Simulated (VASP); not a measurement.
All values below come from revPBE GGA, VASP's PBE PAW potentials (set 64) (plane waves; VASP 6.6.1).

A VASP calculation is set up with these files.

**INCAR**
```
ALGO  =  Normal
ISMEAR  =  1
LWAVE  =  .False.
SYSTEM  =  Ag
ISIF  =  2   # forces and stress, cell fixed
LREAL  =  .False.   # projection in real space or not
SIGMA  =  0.1   # width (eV)
LMAXMIX  =  4
PREC  =  Accurate
NELM  =  100   # most electronic steps
LASPH  =  .True.   # aspherical one-centre terms
LCHARG  =  .False.
EDIFF  =  1E-7
ENCUT  =  520   # plane-wave cut-off (eV)
GGA  =  RE
```

POSCAR:
```
Ag
1
    0.0000000000     2.0738689098     2.0738689098
    2.0738689098     0.0000000000     2.0738689098
    2.0738689098     2.0738689098     0.0000000000
Ag
1
Direct
  0.0000000000   0.0000000000   1.0000000000
```

KPOINTS:
```
kpoints
0
G
  15 15 15
```

POTCAR, in this order: Ag (PBE.64 set). Program: vasp_std.

Output

**OSZICAR**
```
       N       E                     dE             d eps       ncg     rms          rms(c)
DAV:   1     0.459326856456E+02    0.45933E+02   -0.57574E+03  2193   0.110E+03
DAV:   2    -0.208792547015E+01   -0.48021E+02   -0.46214E+02  2218   0.209E+02
DAV:   3    -0.249012392002E+01   -0.40220E+00   -0.40204E+00  2526   0.233E+01
DAV:   4    -0.249100818799E+01   -0.88427E-03   -0.88426E-03  2463   0.103E+00
DAV:   5    -0.249101432917E+01   -0.61412E-05   -0.61410E-05  2407   0.795E-02    0.453E+00
DAV:   6    -0.229439639656E+01    0.19662E+00   -0.94054E-01  2199   0.106E+01    0.310E+00
DAV:   7    -0.228880049489E+01    0.55959E-02   -0.90950E-03  2340   0.108E+00    0.176E+00
DAV:   8    -0.228695690001E+01    0.18436E-02   -0.90724E-04  2236   0.327E-01    0.673E-02
DAV:   9    -0.228696761894E+01   -0.10719E-04   -0.83785E-06  2569   0.292E-02    0.171E-02
DAV:  10    -0.228697707966E+01   -0.94607E-05   -0.68173E-06  2346   0.345E-02    0.479E-03
DAV:  11    -0.228697667143E+01    0.40823E-06   -0.94385E-08  2041   0.330E-03    0.463E-04
DAV:  12    -0.228697661921E+01    0.52223E-07   -0.74692E-09  1109   0.103E-03
   1 F= -.22869766E+01 E0= -.22868213E+01  d E =-.465989E-03
```

### OUTCAR
```
------------------------ aborting loop because EDIFF is reached ----------------------------------------
  FORCE on cell =-STRESS in cart. coord.  units (eV):
  Direction    XX          YY          ZZ          XY          YZ          ZX
  --------------------------------------------------------------------------------------
  Total        0.2919023      0.2919023      0.2919023      0.0000000      0.0000000      0.0000000
  in kB       26.2164694     26.2164694     26.2164694      0.0000000      0.0000000      0.0000000
  external PRESSURE =      26.2164694 kB  Pullay stress =       0.0000000 kB
  volume of cell :       17.84
      direct lattice vectors                 reciprocal lattice vectors
     0.000000000  2.073868910  2.073868910    -0.241095277  0.241095277  0.241095277
     2.073868910  0.000000000  2.073868910     0.241095277 -0.241095277  0.241095277
     2.073868910  2.073868910  0.000000000     0.241095277  0.241095277 -0.241095277
 POSITION                                       TOTAL-FORCE (eV/Angst)
 -----------------------------------------------------------------------------------
      0.00000      0.00000      0.00000         0.000000      0.000000      0.000000
 -----------------------------------------------------------------------------------
    total drift:                               -0.000000     -0.000000      0.000000
  FREE ENERGIE OF THE ION-ELECTRON SYSTEM (eV)
  ---------------------------------------------------
  free  energy   TOTEN  =        -2.2869766192 eV

  energy  without entropy=       -2.2865106303  energy(sigma->0) =       -2.28682129
```
(Selected blocks of OUTCAR.)

The compound is Ag in the fcc structure. This cell is one point of a volume scan, at 0.97 of the reference volume.
